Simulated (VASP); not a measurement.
**K4C: single point with PBE**

The system is K4C.

```
K C
1.0
     7.23993    0.00000    0.00000
    -3.61997    6.26997    0.00000
     0.00000    0.00000    5.39022
K C
4 1
Cartesian
  3.6200 0.0000 2.6951
  -1.8100 3.1350 2.6951
  1.8100 3.1350 2.6951
  0.0000 0.0000 0.0000
  0.0000 0.0000 2.6951
```

The cell was built by a generator and needn't be a form met in nature.

The cell isn't the ideal one: random cell by space group and Wyckoff sites (P6/mmm, No. 191).

```
Program                : VASP 6.6.1
Task                   : single point
Functional             : PBE
Potentials or basis    : VASP PAW PBE potentials, release 64 (K_sv, C)
Cutoff                 : 520 eV
k mesh                 : 6 × 6 × 8
Occupations            : gaussian, width 0.1 eV
Spin                   : no spin polarisation
Dipole correction      : no
Further INCAR settings : ALGO = Fast; EDIFF = 1e-06; NBANDS = 28
```

```json
{
  "Pressure": "0.0 GPa",
  "Band gap on the k mesh": "none (metal or under the smearing width)"
}
```

Levels at points of the mesh, in eV from the Fermi level:
```csv
k point,band 16,band 17,band 18,band 19,band 20,band 21,band 22,band 23,band 24,band 25
"(0.00, 0.00, 0.00)",-14.00,-8.01,-1.64,-0.17,-0.17,0.45,1.44,1.44,1.72,1.73
"(0.50, 0.00, 0.00)",-14.00,-7.98,-1.38,-0.43,-0.32,0.38,0.42,1.85,2.07,2.54
"(0.00, 0.00, 0.50)",-14.07,-7.65,-0.99,-0.26,-0.24,-0.24,0.29,1.31,2.32,2.32
"(0.50, 0.00, 0.50)",-14.07,-7.62,-0.87,-0.79,-0.42,0.27,0.70,1.12,1.36,2.00
```

Wall time 3.8 min on 1 thread of Intel(R) Xeon(R) Platinum 8488C (Sapphire Rapids), on a shared host, peak memory 0.43 GiB.
